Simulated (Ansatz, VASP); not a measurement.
# In (ladder In chain) in two plane-wave programs, part 2 of 2

Aim: how closely do two programs agree when they are given the same cell, functional and k mesh? The structure shown is the start of the Ansatz relaxation below; VASP solves that cell, so the two are compared at the walk's first step.

VASP 6.6.1 and Ansatz 0.2.0.

So far. Step 4 (Side by side): The forces differ by 3.7 meV/Å r.m.s., which is 0.3 % of the r.m.s. force of 1.286 eV/Å (both taken over all components).

## 7. Differences

What differs besides the data sets and the points named for the pairs above, as far as they apply: Ansatz makes its cores anew for this functional, VASP keeps those of its PBE data sets. Total energies have different zeros and are not compared.

Forces (eV/Å; atoms numbered as in POSCAR):

| atom | Ansatz x, y, z | VASP x, y, z |
| --- | --- | --- |
| In1 | -1.912, 0.000, 0.000 | -1.920, 0.000, 0.000 |
| In2 | 1.912, 0.000, 0.000 | 1.920, 0.000, 0.000 |

The forces differ by 4.5 meV/Å r.m.s., which is 0.4 % of the r.m.s. force of 1.109 eV/Å (both taken over all components). Moments aren't recorded for both runs of this pair, so they may hold unlike magnetic states.

## 8. Ansatz: relaxation, LDA

The two programs are compared at the cell with which this relaxation starts, whose forces are those of its first step.

The structure compared here is the start of the Ansatz relaxation; VASP solves that cell, so the two are compared at the walk's first step.

Contents of input.yaml:

```yaml
crystal:
  lattice:
    - [9.0, 0.0, 0.0]
    - [0.0, 7.5, 0.0]
    - [0.0, 0.0, 2.77894]
  atoms:
    - { symbol: In, position: [0.368097778, 0.5, 0.0], spin: 0.5 }
    - { symbol: In, position: [0.631902222, 0.5, 0.5], spin: 0.5 }
magnetization:
  spin_polarized: true
kpoints:
  mp_grid: { grid: [1, 1, 29] }
scf:
  occupations: { method: fermi_dirac, width: 0.05 }
hamiltonian:
  xc: lda
relax:
  cell: { fix: [a, b, alpha, beta, gamma] }
  max_steps: 60
```

The run is started by

```console
> ansatz run input.yaml --threads 4 --pin off --max-ram 8192MiB --backend cpu --events-out ev --progress --plain --runs-dir out
```

Numbers of over 12 decimals in the logs are rounded to 6 here.

What it wrote:

```text
[...]
Crystal: 2 atoms, lattice volume = 187.578 Å³
Basis set: ecut = 420 eV, 3687 PW (Γ)
Bands: 18, of which v1, the nominal top of the filled ones, is band 13 counted from 1 (12 counted from 0)
Symmetry: 8 space group operations
[...]
k-points: 15 of 29
[...]
Starting moments: Σ|m| = 1 μB on 2 of 2 sites
[...]
0.000000       0.240137       0.000000
        0.000000       0.000000       0.000199
  P = ⅓ Tr σ = -0.1435 GPa (-1.435 kbar)
--- Relaxed structure (4 steps of the walk, 4 accepted, 1 SCFs on fresh bases) ---
[...]
cell:  # Å, volume = 188.4697 Å³
    - [9.0, 0.0, 0.0]
    - [0.0, 7.5, 0.0]
    - [0.0, 0.0, 2.792144]
  atoms:
    - { symbol: In, position: [0.346673, 0.5, 0.0] }
    - { symbol: In, position: [0.653327, 0.5, 0.5] }
[key lines of the parts left out:]
SCF converged after 4 iterations
Magnetization: -0.0000 μB (13.0000 up, 13.0000 down)
Free energy (F): -10912.594151 eV
Fermi energy:    -0.337303 eV
```

## 9. VASP: single point, LDA, start cell

The same cell, functional (in two slightly different forms), mesh and smearing now go to VASP, with its own data sets.

Contents of INCAR:

```
SYSTEM = In
PREC = Accurate
ENCUT = 400
EDIFF = 1E-06
NELM = 200
ISMEAR = -1
SIGMA = 0.05
LREAL = .FALSE.
ALGO = Normal
GGA = PW92
NBANDS = 20
ISPIN = 2
MAGMOM = -0 -0
LORBIT = 11
LWAVE = .FALSE.
LCHARG = .FALSE.
ISIF = 2
LASPH = .TRUE.
GGA_COMPAT = .FALSE.
KPAR = 2
```

Contents of POSCAR:

```
In
1.0
    9.0000000000      0.0000000000      0.0000000000
    0.0000000000      7.5000000000      0.0000000000
    0.0000000000      0.0000000000      2.7789400000
In
2
Direct
    0.3680977778      0.5000000000      0.0000000000
    0.6319022222      0.5000000000      0.5000000000
```

Contents of KPOINTS:

```
Automatic mesh
0
Gamma
1 1 29
0 0 0
```

PAW data sets: In_d (LDA family, release 64).

The run is started by

```console
> mpirun -np 2 vasp_std
```

What it wrote:

```text
[banner, memory and clock lines left out]
running    2 mpi-ranks, on    1 nodes
[...]
[... a notice as in an earlier step ...]

 LDA part: xc-table for (Slater(with rela. corr.)+PW92), standard interpolation
 POSCAR, INCAR and KPOINTS ok, starting setup
[...]
entering main loop
       N       E                     dE             d eps       ncg     rms          rms(c)
DAV:   1     0.192559079824E+03    0.19256E+03   -0.10502E+04  1272   0.973E+02
DAV:   2     0.106325379251E+02   -0.18193E+03   -0.17980E+03  1232   0.283E+02
DAV:   3    -0.410650032079E+01   -0.14739E+02   -0.14677E+02  1444   0.112E+02
DAV:   4    -0.459345632300E+01   -0.48696E+00   -0.48665E+00  1372   0.261E+01
[...]
DAV:  15    -0.441239533353E+01   -0.31933E-05   -0.45279E-07  1052   0.489E-03    0.583E-03
DAV:  16    -0.441240709262E+01   -0.11759E-04   -0.51763E-06   984   0.100E-02    0.525E-03
DAV:  17    -0.441240755898E+01   -0.46636E-06   -0.16295E-07  1016   0.452E-03
   1 F= -.44124076E+01 E0= -.44054418E+01  d E =-.139315E-01  mag=    -0.0000
```

Parts of OUTCAR (step 9):

```text
  Total        3.5660509      0.2626596      0.8126484      0.0000000      0.0000000      0.0000000
  in kB       30.4589679      2.2434732      6.9411322      0.0000000      0.0000000      0.0000000
  external PRESSURE =      13.2145244 kB  Pullay stress =       0.0000000 kB

 POSITION                                       TOTAL-FORCE (eV/Angst)
 -----------------------------------------------------------------------------------
      3.31288      3.75000      0.00000        -1.721558      0.000000      0.000000
      5.68712      3.75000      1.38947         1.721558      0.000000      0.000000
 -----------------------------------------------------------------------------------
    total drift:                                0.000000      0.000000      0.000000

  FREE ENERGIE OF THE ION-ELECTRON SYSTEM (eV)
  ---------------------------------------------------
  free  energy   TOTEN  =        -4.4124075590 eV

  energy  without entropy=       -4.3984760859  energy(sigma->0) =       -4.40544182

 magnetization (x)
# of ion       s       p       d       tot
------------------------------------------
    1        0.000  -0.000  -0.000   0.000
    2        0.000  -0.000  -0.000   0.000
--------------------------------------------------
tot          0.000  -0.000  -0.000   0.000

[... 2 parts as in an earlier step ...]

[... 1 further part left out ...]
[key lines of the parts left out:]
E-fermi :  -1.1610
```

## 10. Comparison

What differs besides the data sets and the points named for the pairs above, as far as they apply: VASP's log shows a relativistic correction to its local exchange, Ansatz's none. Total energies have different zeros and are not compared.

Forces (eV/Å; atoms numbered as in POSCAR):

| atom | Ansatz x, y, z | VASP x, y, z |
| --- | --- | --- |
| In1 | -1.708, 0.000, 0.000 | -1.722, 0.000, 0.000 |
| In2 | 1.708, 0.000, 0.000 | 1.722, 0.000, 0.000 |

The forces differ by 7.6 meV/Å r.m.s., which is 0.8 % of the r.m.s. force of 0.994 eV/Å (both taken over all components). Moments aren't recorded for both runs of this pair, so they may hold unlike magnetic states.

## 11. Results

- r.m.s. force difference (single point, PBE, start cell): 0.29 % of the r.m.s. force
- r.m.s. force difference (single point, PBEsol, start cell): 0.40 % of the r.m.s. force
- r.m.s. force difference (single point, LDA, start cell): 0.76 % of the r.m.s. force

In words: The r.m.s. force difference is 0.76 % of the r.m.s. force (single point, LDA, start cell), within the 3 % picked in this series as the mark of a large difference. 7 further runs of this series are not shown here. Such differences can come from data sets, numerical settings and the points named under the comparisons, not from the functional's error against experiment.

[Lines on the potential files, build, host, timing and source positions are cut from VASP's logs without a mark.]

[Logs are printed without paths, hosts, clocks, repeated set-up lines and the standing remarks that a program may print on its own settings, such as how far it seeks lower states.]

[Hosts, paths, dates, database ids (printed as entryN), source tags and the programs' standing remarks are cut or masked in the printed files.]
